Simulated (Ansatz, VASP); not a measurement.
# Cross-check of Al26In20P20O39 (amorphous Al2O3 against InP(110), 7.2 A) between VASP and Ansatz, part 2 of 2

One calculation is typed for both programs; each brings its own data sets. How far apart do they land? Of the first pair: The structure shown is the start of the Ansatz relaxation below; VASP solves that cell, so the two are compared at the walk's first step.

VASP 6.6.1 and Ansatz 0.2.0.

So far. Step 3 (VASP: single point, PBE, start cell, pair 1): The run ends at a pressure of -0.47 GPa, with forces up to 1.3 eV/Å.

## (4) Differences

Known differences besides the potentials themselves: the cutoff is 420 eV in Ansatz and 520 eV in VASP (PREC = Accurate, projectors in real space). Total energies have different zeros and are not compared.

Forces on 9 of the 105 atoms, those with the largest forces and the largest differences (eV/Å; atoms numbered as in POSCAR):

```csv
atom,"Ansatz x, y, z","VASP x, y, z"
In12,"-0.170, 0.558, 0.330","-0.198, 0.561, 0.340"
In13,"0.399, -0.725, -0.173","0.395, -0.734, -0.171"
P28,"0.988, -0.611, 0.656","0.982, -0.613, 0.632"
P38,"0.179, -0.471, -0.512","0.177, -0.472, -0.521"
Al50,"0.216, 0.529, -0.064","0.253, 0.519, -0.047"
Al58,"0.251, -0.202, -0.596","0.273, -0.169, -0.589"
Al62,"0.316, 0.124, -0.150","0.348, 0.126, -0.180"
O82,"-0.288, -0.068, 0.663","-0.294, -0.061, 0.676"
O91,"-0.293, 0.107, -0.701","-0.301, 0.117, -0.705"
```

The forces differ by 9.6 meV/Å r.m.s., which is 4.1 % of the r.m.s. force of 0.231 eV/Å (both taken over all components).

## (5) Ansatz: relaxation, PBE

This run makes the geometry at which the two programs are then compared. The cell compared in this pair holds 1787.85 Å³, against 1805.52 Å³ for the pair before.

The structure compared here is the end of the Ansatz relaxation.

The input, input.yaml:

```yaml
crystal:
  lattice:
    - [11.88, 0.0, 0.0]
    - [0.0, 8.40043, 0.0]
    - [0.0, 0.0, 18.09189]
  atoms:
    - { symbol: In, position: [0.99539, 0.99317, 0.39287] }
    - { symbol: P, position: [0.12229, 0.96098, 0.05752] }
    - { symbol: In, position: [0.25191, 0.72384, 0.0568] }
    - { symbol: P, position: [0.37399, 0.74967, 0.1681] }
    - { symbol: In, position: [0.24574, 0.21394, 0.0525] }
    - { symbol: P, position: [0.37454, 0.2533, 0.16584] }
    - { symbol: In, position: [0.99103, 0.98597, 0.16844] }
    - { symbol: P, position: [0.12372, 0.99395, 0.27971] }
    - { symbol: In, position: [0.99037, 0.49125, 0.16591] }
    - { symbol: P, position: [0.12148, 0.49449, 0.28115] }
    - { symbol: In, position: [0.24724, 0.24559, 0.28133] }
    - { symbol: P, position: [0.37192, 0.24111, 0.40062] }
    - { symbol: In, position: [0.24703, 0.74341, 0.28488] }
    - { symbol: P, position: [0.36825, 0.74405, 0.40583] }
    - { symbol: In, position: [0.99581, 0.49356, 0.39623] }
    - { symbol: P, position: [0.12484, 0.47559, 0.05406] }
    - { symbol: P, position: [0.09655, 0.99125, 0.51412] }
    - { symbol: In, position: [0.23103, 0.75182, 0.52009] }
    - { symbol: In, position: [0.21955, 0.23942, 0.50088] }
    - { symbol: P, position: [0.09976, 0.49168, 0.52094] }
    - { symbol: In, position: [0.4995, 0.98975, 0.41177] }
    - { symbol: P, position: [0.59626, 0.03368, 0.0418] }
    - { symbol: In, position: [0.72846, 0.7964, 0.05488] }
    - { symbol: P, position: [0.86066, 0.73948, 0.1651] }
    - { symbol: In, position: [0.71861, 0.29516, 0.06892] }
    - { symbol: P, position: [0.86801, 0.24228, 0.17058] }
    - { symbol: In, position: [0.49945, 0.00294, 0.16583] }
    - { symbol: P, position: [0.6142, 0.99342, 0.28743] }
    - { symbol: In, position: [0.49976, 0.50453, 0.15708] }
    - { symbol: P, position: [0.61288, 0.49485, 0.28089] }
[... 69 atom lines left out ...]
    - { symbol: O, position: [0.9865, 0.00834, 0.6673] }
    - { symbol: O, position: [0.15442, 0.90994, 0.84468] }
    - { symbol: O, position: [0.85528, 0.93993, 0.999] }
    - { symbol: O, position: [0.55581, 0.2124, 0.84263] }
    - { symbol: O, position: [0.75592, 0.14578, 0.88813] }
    - { symbol: O, position: [0.01094, 0.31963, 0.84815] }
kpoints:
  mp_grid: { grid: [1, 1, 1] }
hamiltonian:
  xc: pbe
scf:
  occupations: { method: fermi_dirac, width: 0.025 }
output:
  forces: true
relax:
  f_tol: 0.04
  max_steps: 250
  cell: { fix: [a, b, alpha, beta, gamma] }
```

Command:

```sh
> ansatz run input.yaml --threads 4 --pin off --max-ram 8192MiB --backend cpu --events-out ev --progress --plain --runs-dir out
```

Numbers of over 12 decimals in the logs are rounded to 6 here.

The program printed:

```text
[...]
Crystal: 105 atoms, lattice volume = 1805.518 Å³
Basis set: ecut = 420 eV, 35247 PW (Γ), exchange–correlation on 160×120×250 points (8 copies of the dense FFT grid, shifted against one another)
Bands: 441, of which v1, the nominal top of the filled ones, is band 336 counted from 1 (335 counted from 0)
Symmetry: 1 space group operations
[...]
k-points: 1
[...]
- { symbol: O, position: [0.158720, 0.554139, 0.816667] }
    - { symbol: O, position: [0.394816, 0.539864, 0.642778] }
    - { symbol: O, position: [0.592446, 0.399280, 0.693571] }
    - { symbol: O, position: [0.589660, 0.509733, 0.834469] }
    - { symbol: O, position: [0.380242, 0.307202, 0.759425] }
    - { symbol: O, position: [0.560164, 0.734158, 0.704866] }
    - { symbol: O, position: [0.377091, 0.035119, 0.862831] }
[...]
- { symbol: O, position: [0.861558, 0.961956, 1.004942] }
    - { symbol: O, position: [0.550994, 0.216644, 0.852648] }
    - { symbol: O, position: [0.760256, 0.160838, 0.897530] }
    - { symbol: O, position: [-0.014052, 0.376667, 0.838244] }
```

## (6) VASP: single point, PBE, relaxed cell, pair 2

The same cell, functional, mesh and smearing now go to VASP, with its own data sets.

The input, INCAR:

```
SYSTEM = Al26In20P20O39
PREC = Accurate
ENCUT = 600
EDIFF = 1E-06
NELM = 120
ISMEAR = -1
SIGMA = 0.025
LREAL = Auto
ALGO = Normal
GGA = PE
NBANDS = 416
LORBIT = 11
LWAVE = .FALSE.
LCHARG = .FALSE.
ISIF = 2
LASPH = .TRUE.
GGA_COMPAT = .FALSE.
EFERMI = MIDGAP
NCORE = 2
```

The input, POSCAR:

```
Al26In20P20O39
1.0
   11.8800000000      0.0000000000      0.0000000000
    0.0000000000      8.4004300000      0.0000000000
    0.0000000000      0.0000000000     17.9148340000
In P Al O
20 20 26 39
Direct
    0.9989200000      0.0025700000      0.3994800000
    0.2508900000      0.7020900000      0.0590800000
    0.2739500000      0.1801400000      0.0356000000
    0.9889700000      0.9857500000      0.1698500000
    0.9918300000      0.4900200000      0.1583100000
    0.2503600000      0.2538900000      0.2787700000
    0.2511200000      0.7520300000      0.2859500000
    0.0029700000      0.5106900000      0.3967200000
    0.2250200000      0.7836100000      0.5372800000
    0.2215000000      0.2734200000      0.4924400000
    0.4989200000      0.9895000000      0.4104400000
    0.7227000000      0.8090200000      0.0502500000
    0.7192200000      0.2740500000      0.0646400000
    0.4984600000      0.0033400000      0.1640200000
    0.5046200000      0.4940700000      0.1526900000
    0.7401800000      0.2450500000      0.2860600000
    0.7437900000      0.7452700000      0.2817900000
    0.4895300000      0.5102700000      0.3932900000
    0.7572200000      0.7540600000      0.5184200000
    0.7396800000      0.2420900000      0.4992300000
    0.1276500000      0.9445400000      0.0630800000
    0.3844900000      0.7436300000      0.1667800000
    0.3731600000      0.2497700000      0.1612900000
    0.1230000000      0.0026700000      0.2818500000
    0.1219600000      0.5037400000      0.2761400000
    0.3758600000      0.2514800000      0.3964800000
    0.3575700000      0.7509500000      0.4127300000
    0.1439800000      0.4375400000      0.0536000000
    0.1070700000      0.0328500000      0.5202600000
    0.0989900000      0.5145200000      0.5267900000
[... 69 atom lines left out ...]
    0.9679100000      0.0014100000      0.6653900000
    0.1521900000      0.9008300000      0.8397400000
    0.8615600000      0.9619600000      0.0049400000
    0.5509900000      0.2166400000      0.8526500000
    0.7602600000      0.1608400000      0.8975300000
    0.9859500000      0.3766700000      0.8382400000
```

The input, KPOINTS:

```
Automatic mesh
0
Gamma
1 1 1
0 0 0
```

PAW data sets: In_d, P, Al and O (PBE family, release 64).

Command:

```sh
> mpirun -np 8 vasp_gam
```

The program printed:

```text
[... set-up lines as in an earlier step ...]
 entering main loop
       N       E                     dE             d eps       ncg     rms          rms(c)
DAV:   1     0.119228963498E+05    0.11923E+05   -0.32350E+05   832   0.215E+03
DAV:   2     0.224936570964E+04   -0.96735E+04   -0.92639E+04   872   0.598E+02
DAV:   3    -0.290624541452E+03   -0.25400E+04   -0.23725E+04   864   0.280E+02
DAV:   4    -0.688052825173E+03   -0.39743E+03   -0.38509E+03  1168   0.106E+02
[...]
DAV:  19    -0.626570418178E+03   -0.10702E-05   -0.32321E-05   808   0.101E-02    0.145E-02
DAV:  20    -0.626570415749E+03    0.24293E-05   -0.28325E-05  1032   0.106E-02    0.493E-03
DAV:  21    -0.626570416000E+03   -0.25159E-06   -0.61783E-06   752   0.447E-03
   1 F= -.62657042E+03 E0= -.62657041E+03  d E =-.407891E-05
```

From OUTCAR (step 6):

```text
  Total      -11.9860341     -7.6971297     -1.4548955    -10.2474863     -4.0693432     -0.0095521
  in kB      -10.7412629     -6.8977689     -1.3038020     -9.1832664     -3.6467346     -0.0085601
  external PRESSURE =      -6.3142779 kB  Pullay stress =       0.0000000 kB

 POSITION                                       TOTAL-FORCE (eV/Angst)
 -----------------------------------------------------------------------------------
     11.86717      0.02159      7.15662         0.005266      0.008977      0.009088
[...]
10.48054      1.22755     17.10329         0.005017     -0.018805      0.000538
     11.80183      7.40632     17.49025         0.038444     -0.009726      0.019183
      7.61140      4.81991     13.34852        -0.027246     -0.001910     -0.002411
     10.16085      1.18673     11.94794        -0.003667      0.002789     -0.007617
      1.04568      3.26533     13.60954        -0.009441     -0.002555     -0.012110
     10.59150      6.77125     12.47105        -0.000963     -0.012348     -0.003239
      2.07864      5.69087     13.07460        -0.010988     -0.015455     -0.007048
      9.25440      0.38272     14.57049        -0.007970     -0.003384      0.005083
     10.22975      3.57463     13.95601        -0.007015     -0.005547     -0.011778
     11.20082      4.01037     16.54202         0.034630      0.027893      0.014224
      4.25494      2.09137     15.34029         0.012050     -0.006778     -0.005096
      3.67187      2.99685     12.01423         0.004697      0.004464      0.001067
[...]
-----------------------------------------------------------------------------------
    total drift:                               -0.024292      0.024097     -0.007492

  FREE ENERGIE OF THE ION-ELECTRON SYSTEM (eV)
  ---------------------------------------------------
  free  energy   TOTEN  =      -626.5704160002 eV

  energy  without entropy=     -626.5704119213  energy(sigma->0) =     -626.57041396

[... 1 part as in an earlier step ...]

[... 2 further parts left out ...]
[key lines of the parts left out:]
E-fermi :   5.5218
```

The run ends at a pressure of -0.63 GPa, with forces up to 0.047 eV/Å.

## (7) Comparison

What differs besides the data sets and the points named for the pairs above, as far as they apply: the cutoff is 420 eV in Ansatz and 600 eV in VASP (PREC = Accurate, projectors in real space). Total energies have different zeros and are not compared.

Both answers:

```csv
quantity,Ansatz,VASP,difference
pressure (GPa),-0.49,-0.63,+0.14
gap on the k mesh (eV),0.638,0.636,+0.002
```

At this near-relaxed geometry the largest component of a force difference is 34 meV/Å. A gap on the mesh is an upper bound, since the band edges may lie between its points.

## (8) What came out

```json
{
  "r.m.s. force difference (single point, PBE, start cell, pair 1)": "4.1 % of the r.m.s. force",
  "difference in gap on the k mesh (single point, PBE, relaxed cell, pair 2)": "0.0021 eV",
  "r.m.s. force difference (single point, PBE, relaxed cell, pair 2)": "9.2 meV/Å"
}
```

What this shows: The r.m.s. force difference is 4.1 % of the r.m.s. force (single point, PBE, start cell, pair 1), beyond the 3 % picked in this series as the mark of a large difference. Such differences can come from data sets, numerical settings and the points named under the comparisons, not from the functional's error against experiment.

[Lines on the potential files, build, host, timing and source positions are cut from VASP's logs without a mark.]

[Logs are printed without paths, hosts, clocks, repeated set-up lines and the standing remarks that a program may print on its own settings, such as how far it seeks lower states.]

[Hosts, paths, dates, database ids (printed as entryN), source tags and the programs' standing remarks are cut or masked in the printed files.]
